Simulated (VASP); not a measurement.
# Sb2AsS2 (P1) in VASP: density of states with LDA

Aim: the density of states of Sb2AsS2 with LDA.

All numbers are computed with VASP 6.6.1; they aren't measurements. Logs are shortened: lines on timing, memory, paths and dates and some standing lists are left out, and cuts for length are marked.

## Step 1: The structure

The typed cell holds 10 atoms: a = 3.972 Å, b = 5.829 Å, c = 10.962 Å, α = 94.45°, β = 82.32°, γ = 111.34°.

The cell was built by a generator and needn't be a form met in nature.

## Step 2: Density of states, LDA

POSCAR reads:

```
Sb2AsS2
1.0
   -0.0502370100      3.9705906500      0.0938092700
    5.4551326600     -2.0535012200      0.0223804300
   -0.2183773300      1.7182164200    -10.8238154600
Sb As S
4 2 4
Direct
    0.8368740000      0.7408420000      0.8131540000
    0.0789590000      0.2501800000      0.1687290000
    0.8195830000      0.2131060000      0.5757640000
    0.2331680000      0.6917640000      0.3829790000
    0.2955190000      0.7479530000      0.9869560000
    0.5443140000      0.2217420000      0.0227970000
    0.2181890000      0.2038950000      0.7925710000
    0.8860580000      0.8447280000      0.2579780000
    0.6009260000      0.8014770000      0.6101830000
    0.4540880000      0.3054880000      0.4139240000
```

INCAR.step1 reads:

```
ALGO = Fast ; EDIFF = 1E-6
ENCUT = 520 ; GGA = CA
ISIF = 2 ; ISMEAR = -1
LASPH = True ; LCHARG = True
LREAL = False ; LWAVE = False
NBANDS = 38 ; NELECT = 52.0
NELM = 100 ; PREC = Accurate
SIGMA = 0.1168
```

KPOINTS.step1 reads:

```
Automatic mesh
0
Gamma
  5 4 2
  0 0 0.5
```

INCAR.step2 reads:

```
ALGO = Fast ; EDIFF = 1E-6
ENCUT = 520 ; GGA = CA
ICHARG = 11 ; ISIF = 2
ISMEAR = -5 ; LASPH = True
LCHARG = False ; LORBIT = 11
LREAL = False ; LWAVE = False
NBANDS = 38 ; NEDOS = 2001
NELECT = 52.0 ; NELM = 100
PREC = Accurate ; SIGMA = 0.1168
```

KPOINTS.step2 reads:

```
k-points
0
Gamma
  8 6 3
```

Potentials or basis: VASP PAW LDA potentials, release 64 (Sb, As, S).

Run with:

```console
$ cat potpaw_LDA.64/Sb/POTCAR potpaw_LDA.64/As/POTCAR potpaw_LDA.64/S/POTCAR > POTCAR
$ cp INCAR.step1 INCAR
$ cp KPOINTS.step1 KPOINTS
$ mpirun -np 1 vasp_std > vasp.out
$ cp INCAR.step2 INCAR
$ cp KPOINTS.step2 KPOINTS
$ mpirun -np 1 vasp_std > vasp.out
```

OUTCAR:

```text
EDIFF = 1E-6
   ENCUT = 520
   GGA = CA
   ICHARG = 11
   ISIF = 2
   ISMEAR = -5
   LASPH = True
   LORBIT = 11
   LREAL = False
   NELECT = 52.0
   NELM = 100
   PREC = Accurate

 ion  position               nearest neighbor table
   1  0.837  0.741  0.813-   7 2.58   9 2.62   5 2.69   5 2.79   7 3.21
   2  0.079  0.250  0.169-   6 2.32   8 2.44   6 2.78  10 3.18   4 3.29
   3  0.820  0.213  0.576-   9 2.28  10 2.64  10 2.78   7 3.04   7 3.13   4 3.41   4 3.78
   4  0.233  0.692  0.383-   8 2.48   8 2.64  10 2.76   9 2.96  10 3.09   2 3.29   3 3.41   3 3.78

   5  0.296  0.748  0.987-   6 2.59   1 2.69   1 2.79
   6  0.544  0.222  0.023-   2 2.32   5 2.59   2 2.78
   7  0.218  0.204  0.793-   1 2.58   3 3.04   3 3.13   1 3.21
   8  0.886  0.845  0.258-   2 2.44   4 2.48   4 2.64
   9  0.601  0.801  0.610-   3 2.28   1 2.62   4 2.96
  10  0.454  0.305  0.414-   3 2.64   4 2.76   3 2.78   4 3.09   2 3.18

  LATTYP: Found a triclinic cell.
 ALAT       =     5.7359941524
 B/A-ratio  =     1.3879431713
 C/A-ratio  =     2.2407596204
 COS(alpha) =     0.0065519473
 COS(beta)  =     0.2584614591
 COS(gamma) =     0.8814728796

  Lattice vectors:

 A1 = (  -5.4048956500,  -1.9170894300,  -0.1161897000)
 A2 = (  -5.3546586400,  -5.8876800800,  -0.2099989700)
 A3 = (  -5.2869923400,   4.3058754500,  10.8952443000)

Analysis of symmetry for initial positions (statically):
=====================================================================
 Subroutine PRICEL returns:
 Original cell was already a primitive cell.

 Routine SETGRP: Setting up the symmetry group for a
 triclinic supercell.

 Subroutine GETGRP returns: Found  1 space group operations
 (whereof  1 operations were pure point group operations)
 out of a pool of  2 trial point group operations.

The static configuration has the point symmetry C_1 .

Analysis of symmetry for dynamics (positions and initial velocities):
=====================================================================
 Subroutine PRICEL returns:
 Original cell was already a primitive cell.

 Routine SETGRP: Setting up the symmetry group for a
 triclinic supercell.

 Subroutine GETGRP returns: Found  1 space group operations
 (whereof  1 operations were pure point group operations)
 out of a pool of  2 trial point group operations.

The dynamic configuration has the point symmetry C_1 .

 Subroutine INISYM returns: Found  1 space group operations
 (whereof  1 operations are pure point group operations),
 and found     1 'primitive' translations

----------------------------------------------------------------------------------------

                                     Primitive cell

  volume of cell :     234.1480

  direct lattice vectors                    reciprocal lattice vectors
    -0.050237010  3.970590650  0.093809270     0.094761685  0.252150133  0.038115459
     5.455132660 -2.053501220  0.022380430     0.184234399  0.002409766 -0.003334510
    -0.218377330  1.718216420-10.823815460     0.001202235  0.002190351 -0.092065413

  length of vectors
     3.972016370  5.828879865 10.961520763     0.272051934  0.184280329  0.092099312

  position of ions in fractional coordinates (direct lattice)
     0.836874000  0.740842000  0.813154000
     0.078959000  0.250180000  0.168729000
     0.819583000  0.213106000  0.575764000
     0.233168000  0.691764000  0.382979000
     0.295519000  0.747953000  0.986956000
     0.544314000  0.221742000  0.022797000
     0.218189000  0.203895000  0.792571000
     0.886058000  0.844728000  0.257978000
     0.600926000  0.801477000  0.610183000
     0.454088000  0.305488000  0.413924000

  ion indices of the primitive-cell ions
   primitive index   ion index
                 1           1
                 2           2
                 3           3
                 4           4
                 5           5
                 6           6
                 7           7
                 8           8
                 9           9
                10          10

----------------------------------------------------------------------------------------

 KPOINTS: k-points

Automatic generation of k-mesh.
 Grid dimensions read from file:
 generate k-points for:    8    6    3

 Generating k-lattice:

  Cartesian coordinates                     Fractional coordinates (reciprocal lattice)
     0.011845211  0.031518767  0.004764432     0.125000000  0.000000000  0.000000000
     0.030705733  0.000401628 -0.000555752     0.000000000  0.166666667 -0.000000000
     0.000400745  0.000730117 -0.030688471     0.000000000  0.000000000  0.333333333

  Length of vectors
     0.034006492  0.030713388  0.030699771

  Shift w.r.t. Gamma in fractional coordinates (k-lattice)
     0.000000000  0.000000000  0.000000000

 TETIRR: Found    432 inequivalent tetrahedra from      864

 Subroutine IBZKPT returns following result:
 ===========================================

 Found     74 irreducible k-points:

 Following reciprocal coordinates:
            Coordinates               Weight
  0.000000  0.000000  0.000000      1.000000
  0.125000  0.000000  0.000000      2.000000
  0.250000  0.000000  0.000000      2.000000
  0.375000  0.000000  0.000000      2.000000
  0.500000  0.000000  0.000000      1.000000
  0.000000  0.166667  0.000000      2.000000
[... 16 lines left out ...]
  0.125000  0.500000  0.000000      2.000000
  0.250000  0.500000  0.000000      2.000000
 [... further k-points ...]
   k-points           NKPTS =     74   k-points in BZ     NKDIM =     74   number of bands    NBANDS=     38
   number of dos      NEDOS =   2001   number of ions     NIONS =     10
   total plane-waves  NPLWV = 120960
   dimension x,y,z NGX =    30 NGY =   48 NGZ =   84
   dimension x,y,z NGXF=    60 NGYF=   96 NGZF=  168
   ions per type =               4   2   4
   NGX,Y,Z   is equivalent  to a cutoff of  12.56, 13.69, 12.74 a.u.
   NGXF,Y,Z  is equivalent  to a cutoff of  25.11, 27.38, 25.48 a.u.
 SYSTEM =  unknown system
   PREC   = accura    normal or accurate (medium, high low for compatibility)
   ISTART =      0    job   : 0-new  1-cont  2-samecut
   ICHARG =     11    charge: 1-file 2-atom 10-const
   ISPIN  =      1    spin polarized calculation?
   LNONCOLLINEAR =      F non collinear calculations
   LSORBIT =      F    spin-orbit coupling
   LASPH  =      T    aspherical Exc in radial PAW
   ENCUT  =  520.0 eV  38.22 Ry    6.18 a.u.   7.39 10.84 20.38*2*pi/ulx,y,z
   NELM   =    100;   NELMIN=  2; NELMDL=  0     # of ELM steps
   EDIFF  = 0.1E-05   stopping-criterion for ELM
   LREAL  =      F    real-space projection
   EDIFFG = 0.1E-04   stopping-criterion for IOM
   NSW    =      0    number of steps for IOM
   IBRION =     -1    ionic relax: 0-MD 1-quasi-New 2-CG
   NFREE  =      0    steps in history (QN), initial steepest desc. (CG)
   ISIF   =      2    stress and relaxation
   ISYM   =      2    0-nonsym 1-usesym 2-fastsym
   POTIM  = 0.5000    time-step for ionic-motion
   TEBEG  =    0.0;   TEEND  =   0.0 temperature during run
   PSTRESS=    0.0 pullay stress
   NELECT =      52.0000    total number of electrons
   NUPDOWN=      -1.0000    fix difference up-down
   EMIN   =  10.00;   EMAX   =-10.00  energy-range for DOS
   EFERMI =   0.00;   METHOD = LEGACY
   ISMEAR =    -5;   SIGMA  =   0.12  broadening in eV -4-tet -1-fermi 0-gaus
   EFERMI_NEDOS =   21; number of points for ismear=-14 and -15
   IALGO  =     68    algorithm
   IMIX   =      4    mixing-type and parameters
     AMIX     =   0.40;   BMIX     =  1.00
     AMIX_MAG =   1.60;   BMIX_MAG =  1.00
  volume/ion in A,a.u.               =      23.41       158.01
  Fermi-wavevector in a.u.,A,eV,Ry     =   0.991393  1.873461 13.372618  0.982860
  Thomas-Fermi vector in A             =   2.123131
   LORBIT       =     11    0 simple, 1 ext, 2 COOP (PROOUT), +10 PAW based schemes
   GGA     = CA    functional components
   LHFCALC =     F    Hartree Fock is set to
   AEXX    =    0.0000 exact exchange contribution
   IVDW    =     0    specifies the selected vdW correction
   LEPSILON=     F    determine dielectric tensor
   LRPA    =     F    only Hartree local field effects (RPA)
 non-spin polarized calculation
 RMM-DIIS sequential band-by-band and
 Fermi weights with tetrahedron method with Bloechl corrections
  energy-cutoff  :      520.00
  volume of cell :      234.15
 maximum number of plane-waves:      6330
 NGX is ok and might be reduce to    30

 number of electron      52.0000001 magnetization

 Free energy of the ion-electron system (eV)
  ---------------------------------------------------
  ext. energy  EPLUGINS =         0.00000000
  ---------------------------------------------------
  free energy    TOTEN  =       -59.61176524 eV

  energy without entropy =      -59.61176524  energy(sigma->0) =      -59.61176524

 E-fermi :   5.6065     XC(G=0):  -9.9369

 val. band max:        5.6370961146   @ k =  -0.1250   0.3333   0.3333
 cond. band min:       5.5350760875   @ k =  -0.3750   0.1667   0.3333
 fundamental gap:     -0.1020200271
 Fermi energy:         5.6065174459

 k-point     1 :       0.0000    0.0000    0.0000
  band No.  band energies     occupation
      1      -8.7334      2.00000
      2      -7.8851      2.00000
      3      -7.3067      2.00000
      4      -6.4586      2.00000
      5      -5.7904      2.00000
      6      -4.6791      2.00000
[... 30 lines left out ...]
     37      10.2780      0.00000
     38      10.6370      0.00000
[... 941 lines left out ...]
     37      10.0767      0.00000
     38      10.5209      0.00000

 [... further k-points ...]
[... 5 lines left out ...]
  --------------------------------------------------------------------------------------
  -------------------------------------------------------------------------------------
  Total      -21.8326278    -21.2840619    -22.6235930     -2.1321365      4.3042920     -0.1066440
  in kB     -149.3915553   -145.6379483   -154.8037996    -14.5893201     29.4524731     -0.7297202
  external PRESSURE =    -149.9444344 kB  Pullay stress =       0.0000000 kB

 VOLUME and BASIS-vectors are now :
 -----------------------------------------------------------------------------
  energy-cutoff  :      520.00
  volume of cell :      234.15
      direct lattice vectors                 reciprocal lattice vectors
    -0.050237010  3.970590650  0.093809270     0.094761685  0.252150133  0.038115459
     5.455132660 -2.053501220  0.022380430     0.184234399  0.002409766 -0.003334510
    -0.218377330  1.718216420-10.823815460     0.001202235  0.002190351 -0.092065413

 POSITION                                       TOTAL-FORCE (eV/Angst)
 -----------------------------------------------------------------------------------
      3.82177      3.19874     -8.70634         0.668919      0.422603     -0.313439
      1.32395      0.08968     -1.81329         1.081531     -2.987957     -3.018065
      0.99561      3.80590     -6.15031         2.003401      0.398216     -1.400743
      3.67832      0.16332     -4.10794        -0.079253      0.710923     -0.495522
      3.84981      1.33327    -10.63817         0.386482      0.082002      0.064752
      1.17731      1.74507     -0.19073        -0.961289      2.845821      3.716587
      0.92823      1.80945     -8.55361         0.159358     -0.183781      0.306568
      4.50725      2.22679     -2.69028        -0.709338     -1.183909      0.552772
      4.20872      1.78862     -6.53020        -2.092979     -0.123389      0.458520
      1.55327      1.88689     -4.43080        -0.456831      0.019471      0.128570
 -----------------------------------------------------------------------------------
    total drift:                                0.003863      0.001656      0.004253

  FREE ENERGIE OF THE ION-ELECTRON SYSTEM (eV)
  ---------------------------------------------------
  free  energy   TOTEN  =       -59.6117652417 eV

  energy  without entropy=      -59.6117652417  energy(sigma->0) =      -59.61176524

 total charge

# of ion       s       p       d       tot
------------------------------------------
    1        1.223   0.980   0.058   2.260
    2        1.208   1.109   0.071   2.388
    3        1.258   0.945   0.072   2.275
    4        1.299   0.841   0.067   2.208
    5        1.311   1.262   0.030   2.604
    6        1.307   1.353   0.048   2.709
    7        1.374   2.168   0.000   3.543
    8        1.362   2.277   0.000   3.639
    9        1.371   2.265   0.000   3.635
   10        1.378   2.203   0.000   3.581
--------------------------------------------------
tot         13.089  15.404   0.347  28.841
```

Run time: 12 min. Hardware: 1 thread of Intel Xeon Platinum 8175M at 2.50GHz (Skylake/Cascade Lake), shared host; peak memory 0.62 GiB.

What came out:

```yaml
Valence_electrons_inside_the_program's_atomic_spheres: Sb 2.26, 2.39, 2.27, 2.21; As 2.60, 2.71; S 3.54, 3.64, 3.63, 3.58
```

States per cell in windows of 1 eV (zero at the Fermi level; states under -8 eV left out):
```
from (eV)  total  S10_p  S7_p  S8_p  S9_p  As5_p  Sb4_p
     -8.0   2.23   0.03  0.02  0.03  0.03   0.02   0.01
     -7.0   1.13   0.01  0.01  0.02  0.01   0.01   0.01
     -6.0   1.37   0.09  0.02  0.15  0.06   0.01   0.09
     -5.0   4.80   0.27  0.13  0.38  0.33   0.09   0.21
     -4.0   5.86   0.34  0.29  0.38  0.36   0.17   0.14
     -3.0   6.22   0.42  0.34  0.39  0.42   0.19   0.13
     -2.0   7.05   0.52  0.54  0.49  0.50   0.32   0.11
     -1.0   6.56   0.45  0.78  0.28  0.41   0.41   0.08
      0.0   2.35   0.14  0.18  0.08  0.13   0.16   0.08
      1.0   4.39   0.10  0.14  0.14  0.12   0.17   0.49
      2.0   5.69   0.26  0.19  0.22  0.11   0.26   0.40
      3.0   5.44   0.24  0.18  0.14  0.13   0.32   0.29
      4.0   5.46   0.16  0.18  0.15  0.23   0.24   0.22
      5.0   0.80   0.03  0.03  0.03  0.03   0.02   0.04
```

Caveat: the cell carries a net charge on a neutralising background, which shifts energy and pressure; the cell is charged against a uniform background, so pressure and absolute levels hang on convention; tetrahedron occupations give inexact forces and stress in metals.
